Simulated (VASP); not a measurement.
Here is the system:

```
AgS
1.0
    4.19846     0.00000     0.00000
   -2.09923     3.63597     0.00000
    0.00000     0.00000     5.85162
Ag S
2 2
Direct
  0.00000   0.00000   0.00000
  0.00000   0.00000   0.50000
  0.33333   0.66667   0.25000
  0.66667   0.33333   0.75000
```

These are PBE GGA, VASP's PBE PAW potentials (set 64) (plane waves; VASP) values and carry that method's errors. Settings: 400 eV cut-off, 7×7×4 Γ-centred mesh, Gaussian smearing of 0.050 eV, potentials Ag S.

**Question.** Give the stress tensor in GPa (positive for a compressed cell).

**Answer.** 
```
-9.86   0.00   0.00
 0.00  -9.86   0.00
 0.00   0.00  -6.00
```
The pressure is its mean diagonal, -8.58 GPa.

The structure was generated: AgS was put into the NiAs type (P6_3/mmc), which need not be its known phase. The cell was not relaxed at this level.
